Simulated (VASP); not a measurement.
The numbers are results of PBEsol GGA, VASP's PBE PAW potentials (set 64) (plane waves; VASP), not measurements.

A VASP calculation is set up with these files.

### INCAR
```
NELM = 100   # most electronic steps
SIGMA = 0.1
ISPIN = 2
ISIF = 3   # ions, shape and volume
IBRION = 2
LREAL = .FALSE.   # projection in real space or not
SYSTEM = CoS
GGA = PS   # PBEsol
ENCUT = 400
MAGMOM = 3.0 0.0
ALGO = Normal
NSW = 60
PREC = Accurate
LORBIT = 10
LWAVE = .FALSE.
LCHARG = .FALSE.
EDIFF = 1E-6
LASPH = .TRUE.   # aspherical one-centre terms
LMAXMIX = 4
ISMEAR = 1
EDIFFG = -0.01   # ionic stop
```

KPOINTS:
```
Automatic mesh
0
Gamma
11 11 11
0 0 0
```

**POSCAR**
```
CoS
1.0
  3.0030000000   0.0000000000   0.0000000000
  0.0000000000   3.0030000000   0.0000000000
  0.0000000000   0.0000000000   3.0030000000
Co S
1 1
Direct
  0.0000000000   0.0000000000   0.0000000000
  0.5000000000   0.5000000000   0.5000000000
```

POTCAR, in this order: Co S (PBE.64 set). Program: vasp_std.

Output of the run:

File OUTCAR:
```
 ion  position               nearest neighbor table
   1  0.000  0.000  0.000-   2 2.60   2 2.60   2 2.60   2 2.60   2 2.60   2 2.60   2 2.60   2 2.60
  LATTYP: Found a simple cubic cell.
 ALAT       =     3.0030000000
 Subroutine PRICEL returns:
 Original cell was already a primitive cell.
 Subroutine GETGRP returns: Found 48 space group operations
The static configuration has the point symmetry O_h .
The dynamic configuration has the point symmetry O_h .
The overall configuration has the point symmetry O_h .
 Subroutine INISYM returns: Found 48 space group operations
 Subroutine IBZKPT returns following result:
 Found     56 irreducible k-points:

 Following reciprocal coordinates:
            Coordinates               Weight
  0.000000  0.000000  0.000000      1.000000
  0.090909  0.000000  0.000000      6.000000
  0.181818  0.000000  0.000000      6.000000
  0.272727  0.000000  0.000000      6.000000
  0.363636  0.000000  0.000000      6.000000
  0.454545  0.000000  0.000000      6.000000
  0.090909  0.090909  0.000000     12.000000
  0.181818  0.090909  0.000000     24.000000
  0.272727  0.090909  0.000000     24.000000
  0.363636  0.090909  0.000000     24.000000
  0.454545  0.090909  0.000000     24.000000
  0.181818  0.181818  0.000000     12.000000
  0.272727  0.181818  0.000000     24.000000
  0.363636  0.181818  0.000000     24.000000
  0.454545  0.181818  0.000000     24.000000
  0.272727  0.272727  0.000000     12.000000
  0.363636  0.272727  0.000000     24.000000
  0.454545  0.272727  0.000000     24.000000
  0.363636  0.363636  0.000000     12.000000
  0.454545  0.363636  0.000000     24.000000
  0.454545  0.454545  0.000000     12.000000
  0.090909  0.090909  0.090909      8.000000
  0.181818  0.090909  0.090909     24.000000
  0.272727  0.090909  0.090909     24.000000
...
```

File OSZICAR:
```
       N       E                     dE             d eps       ncg     rms          rms(c)
DAV:   1     0.613433313511E+02    0.61343E+02   -0.58552E+03  2973   0.102E+03
DAV:   2    -0.908547166422E+01   -0.70429E+02   -0.63379E+02  3152   0.208E+02
DAV:   3    -0.131868604861E+02   -0.41014E+01   -0.39154E+01  3527   0.559E+01
DAV:   4    -0.132631122992E+02   -0.76252E-01   -0.76183E-01  3512   0.785E+00
DAV:   5    -0.132654793003E+02   -0.23670E-02   -0.23668E-02  3762   0.140E+00    0.161E+01
DAV:   6    -0.181060222932E+02   -0.48405E+01   -0.48715E+01  3252   0.111E+02    0.311E+01
DAV:   7    -0.115521178961E+02    0.65539E+01   -0.20749E+01  3392   0.848E+01    0.589E+00
DAV:   8    -0.116781385348E+02   -0.12602E+00   -0.87138E-01  3461   0.790E+00    0.383E+00
DAV:   9    -0.116809917209E+02   -0.28532E-02   -0.46085E-02  4145   0.253E+00    0.176E+00
DAV:  10    -0.116840699566E+02   -0.30782E-02   -0.65346E-03  3908   0.774E-01    0.679E-01
DAV:  11    -0.116844997954E+02   -0.42984E-03   -0.20077E-03  3911   0.623E-01    0.217E-01
DAV:  12    -0.116846069286E+02   -0.10713E-03   -0.26410E-04  3968   0.196E-01    0.785E-02
DAV:  13    -0.116846121716E+02   -0.52429E-05   -0.26663E-05  3923   0.594E-02    0.215E-02
DAV:  14    -0.116846116123E+02    0.55926E-06   -0.34945E-06  3179   0.172E-02
   1 F= -.11684612E+02 E0= -.11685149E+02  d E =-.116846E+02  mag=     1.0447
       N       E                     dE             d eps       ncg     rms          rms(c)
DAV:   1    -0.214318821514E+02   -0.97473E+01   -0.11062E+02  3257   0.169E+02    0.302E+01
DAV:   2    -0.257545491183E+02   -0.43227E+01   -0.96083E+01  2992   0.195E+02    0.312E+01
DAV:   3    -0.122983903718E+02    0.13456E+02   -0.46708E+01  3430   0.147E+02    0.811E+00
DAV:   4    -0.120295916400E+02    0.26880E+00   -0.26724E+00  3258   0.132E+01    0.438E+00
DAV:   5    -0.119342500327E+02    0.95342E-01   -0.14869E-01  3770   0.749E+00    0.253E+00
DAV:   6    -0.119283869396E+02    0.58631E-02   -0.15173E-02  3267   0.150E+00    0.110E+00
DAV:   7    -0.119275633173E+02    0.82362E-03   -0.21206E-03  3362   0.439E-01    0.145E-01
DAV:   8    -0.119275120258E+02    0.51292E-04   -0.54480E-04  3591   0.398E-01    0.135E-01
DAV:   9    -0.119274727757E+02    0.39250E-04   -0.35938E-05  4282   0.929E-02    0.649E-02
DAV:  10    -0.119274575354E+02    0.15240E-04   -0.26853E-05  4290   0.754E-02    0.108E-02
DAV:  11    -0.119274575522E+02   -0.16825E-07   -0.36314E-06  2736   0.178E-02
   2 F= -.11927458E+02 E0= -.11927210E+02  d E =-.242846E+00  mag=     0.5377
       N       E                     dE             d eps       ncg     rms          rms(c)
DAV:   1    -0.129924760936E+02   -0.10650E+01   -0.12358E+01  3082   0.614E+01    0.951E+00
DAV:   2    -0.147050489598E+02   -0.17126E+01   -0.17104E+01  3393   0.817E+01    0.124E+01
DAV:   3    -0.120482136674E+02    0.26568E+01   -0.51735E+00  3167   0.478E+01    0.231E+00
DAV:   4    -0.120170056007E+02    0.31208E-01   -0.28034E-01  3007   0.434E+00    0.172E+00
DAV:   5    -0.120125388186E+02    0.44668E-02   -0.10525E-02  4101   0.146E+00    0.958E-01
DAV:   6    -0.120125069987E+02    0.31820E-04   -0.21992E-03  3835   0.601E-01    0.489E-01
DAV:   7    -0.120129878114E+02   -0.48081E-03   -0.19653E-03  4134   0.752E-01    0.163E-01
DAV:   8    -0.120129203128E+02    0.67499E-04   -0.28212E-04  4004   0.161E-01    0.813E-02
DAV:   9    -0.120129082651E+02    0.12048E-04   -0.24958E-05  3746   0.626E-02    0.532E-02
DAV:  10    -0.120129051029E+02    0.31622E-05   -0.63502E-06  3406   0.356E-02    0.151E-02
DAV:  11    -0.120129050071E+02    0.95776E-07   -0.44587E-07  1638   0.770E-03
   3 F= -.12012905E+02 E0= -.12012491E+02  d E =-.328293E+00  mag=     0.6651
       N       E                     dE             d eps       ncg     rms          rms(c)
DAV:   1    -0.120148768159E+02   -0.19717E-02   -0.23931E-02  3097   0.265E+00    0.428E-01
DAV:   2    -0.120182233296E+02   -0.33465E-02   -0.28583E-02  3292   0.351E+00    0.658E-01
DAV:   3    -0.120130090144E+02    0.52143E-02   -0.13627E-02  3292   0.241E+00    0.801E-02
DAV:   4    -0.120129341198E+02    0.74895E-04   -0.48338E-04  3142   0.171E-01    0.531E-02
DAV:   5    -0.120129259791E+02    0.81408E-05   -0.13151E-05  4038   0.511E-02    0.341E-02
DAV:   6    -0.120129231115E+02    0.28676E-05   -0.16233E-06  1748   0.156E-02    0.217E-02
DAV:   7    -0.120129219676E+02    0.11439E-05   -0.23219E-06  1665   0.183E-02    0.384E-03
DAV:   8    -0.120129220074E+02   -0.39887E-07   -0.72971E-07  1624   0.104E-02
   4 F= -.12012922E+02 E0= -.12012544E+02  d E =-.328310E+00  mag=     0.6561
       N       E                     dE             d eps       ncg     rms          rms(c)
DAV:   1    -0.120137936372E+02   -0.87167E-03   -0.10341E-02  3102   0.174E+00    0.280E-01
DAV:   2    -0.120152474975E+02   -0.14539E-02   -0.12530E-02  3297   0.231E+00    0.437E-01
DAV:   3    -0.120129868282E+02    0.22607E-02   -0.56698E-03  3297   0.157E+00    0.531E-02
DAV:   4    -0.120129547649E+02    0.32063E-04   -0.21000E-04  3077   0.110E-01    0.392E-02
DAV:   5    -0.120129503029E+02    0.44620E-05   -0.63277E-06  3780   0.375E-02    0.253E-02
DAV:   6    -0.120129488248E+02    0.14781E-05   -0.60465E-07  1591   0.902E-03    0.180E-02
DAV:   7    -0.120129471800E+02    0.16448E-05   -0.13453E-06  1511   0.143E-02    0.328E-03
DAV:   8    -0.120129472394E+02   -0.59399E-07   -0.45918E-07  1481   0.777E-03
   5 F= -.12012947E+02 E0= -.12012550E+02  d E =-.252319E-04  mag=     0.6617
```

File OUTCAR:
```
------------------------ aborting loop because EDIFF is reached ----------------------------------------
  FORCE on cell =-STRESS in cart. coord.  units (eV):
  Direction    XX          YY          ZZ          XY          YZ          ZX
  --------------------------------------------------------------------------------------
  Total       -0.0129766     -0.0129766     -0.0129766     -0.0000000      0.0000000     -0.0000000
  in kB       -0.9171759     -0.9171759     -0.9171759     -0.0000000      0.0000000     -0.0000000
  external PRESSURE =      -0.9171759 kB  Pullay stress =       0.0000000 kB
  volume of cell :       22.67
      direct lattice vectors                 reciprocal lattice vectors
     2.830126742  0.000000000 -0.000000000     0.353341066  0.000000000 -0.000000000
    -0.000000000  2.830126742  0.000000000    -0.000000000  0.353341066  0.000000000
     0.000000000 -0.000000000  2.830126742     0.000000000 -0.000000000  0.353341066
 POSITION                                       TOTAL-FORCE (eV/Angst)
 -----------------------------------------------------------------------------------
      0.00000      0.00000     -0.00000         0.000000      0.000000      0.000000
      1.41506      1.41506      1.41506        -0.000000     -0.000000      0.000000
 -----------------------------------------------------------------------------------
    total drift:                               -0.000000      0.000000     -0.000000
  FREE ENERGIE OF THE ION-ELECTRON SYSTEM (eV)
  ---------------------------------------------------
  free  energy   TOTEN  =       -12.0129472394 eV

  energy  without entropy=      -12.0117557928  energy(sigma->0) =      -12.01255009

 total charge

# of ion       s       p       d       tot
------------------------------------------
    1        0.349   0.442   7.460   8.252
    2        1.401   2.173   0.000   3.573
--------------------------------------------------
tot          1.750   2.615   7.460  11.825

 magnetization (x)

# of ion       s       p       d       tot
------------------------------------------
    1        0.001   0.001   0.672   0.673
    2        0.008   0.002   0.000   0.010
--------------------------------------------------
tot          0.008   0.003   0.672   0.683

 reached required accuracy - stopping structural energy minimisation
```
(Selected blocks of OUTCAR.)

File CONTCAR:
```
CoS
   1.00000000000000
     2.8301267424529128    0.0000000000000000   -0.0000000000000000
    -0.0000000000000000    2.8301267424529128    0.0000000000000000
     0.0000000000000000   -0.0000000000000000    2.8301267424529128
  Co              S
     1     1
Direct
     0.0000000000000000    0.0000000000000000    0.0000000000000000
     0.5000000000000000    0.5000000000000000    0.5000000000000000
```

Energy and stress use the plane-wave basis of the starting cell. The moments were started parallel, and other spin orders were not tried in this run.

The structure was generated: CoS was put into the CsCl type type (Pm-3m), which need not be its known phase. This run relaxes it. Symmetry was kept, so distortions that lower it aren't found.
